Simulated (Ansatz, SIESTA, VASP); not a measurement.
Code comparison for Sn₂Pt (P1, 3 atoms in the cell)

Self-consistent single point, at a second geometry (atoms moved at random). First geometry:

```yaml
crystal:
  lattice:
    - [0.00000, 3.24309, 3.24309]
    - [3.24309, 0.00000, 3.24309]
    - [3.24309, 3.24309, 0.00000]
  atoms:
    - { symbol: Sn, position: [0.75000, 0.75000, 0.75000] }
    - { symbol: Sn, position: [0.25000, 0.25000, 0.25000] }
    - { symbol: Pt, position: [0.00000, 0.00000, 0.00000] }
```

Second geometry:
```
Sn2Pt
1.0
    0.00000     3.24309     3.24309
    3.24309     0.00000     3.24309
    3.24309     3.24309     0.00000
Sn Pt
2 1
Direct
  0.75029   0.77219   0.74276
  0.23753   0.24385   0.25953
  0.01217   0.98396   0.99772
```

Shared settings, as Ansatz (a first-principles code) writes them: kpoints.mp_grid.grid = 12 12 12; scf.occupations.method = gaussian; scf.occupations.width = 0.02 Ry. Potentials and cutoffs stand in the table.

```json
[
 {"code": "SIESTA", "model": "LDA PW92, numerical atomic orbitals TZP, PseudoDojo LDA standard norm-conserving potentials (rewritten from UPF to PSML)", "ΔF from the first geometry (meV/atom)": "24.1", "pressure (GPa)": "-3.16", "largest force (eV/Å)": "0.754", "cutoff": "grid 300 Ry"},
 {"code": "VASP", "model": "LDA (PZ), VASP's LDA PAW potentials (set 64)", "ΔF from the first geometry (meV/atom)": "21.4", "pressure (GPa)": "-3.50", "largest force (eV/Å)": "0.671", "cutoff": "300 eV"},
 {"code": "Ansatz", "model": "LDA (PW92), PAW files made with PBE", "ΔF from the first geometry (meV/atom)": "21.0", "pressure (GPa)": "-3.25", "largest force (eV/Å)": "0.660", "cutoff": "30.9 Ry"}
]
```

Size of the force on each atom (eV/Å): Sizes of forces hide their directions.

```
code      Sn1    Sn2    Pt3
------  -----  -----  -----
SIESTA  0.754  0.536  0.559
VASP    0.671  0.471  0.503
Ansatz  0.660  0.465  0.492
```

On Ansatz's run: spin-orbit coupling is off. Spin polarisation is off.

The spread over the programs that give each value: ΔF from the first geometry within 3.1 meV/atom; pressure within 0.34 GPa; largest force within 0.094 eV/Å.

SIESTA uses small atom-centred bases, whose incompleteness enters pressures, forces and empty levels differently from a plane-wave cutoff. Ansatz's pressure is given at a fixed set of plane waves, as the other plane-wave codes print theirs. The same LDA comes in different parametrisations, which differ slightly. In the force vectors, SIESTA (by 0.089) lies more than 0.08 eV/Å from the median of the plane-wave programs.

VASP's run is marked for a possible Pulay error in its stress at this cutoff; no cutoff test was made.

The starting cell comes from a database of computed structures (which also holds hypothetical and non-ambient phases and stackings), without a prior relaxation at this level. For this run, on top of that: atoms moved at random.

Keys are those of Ansatz 0.2.
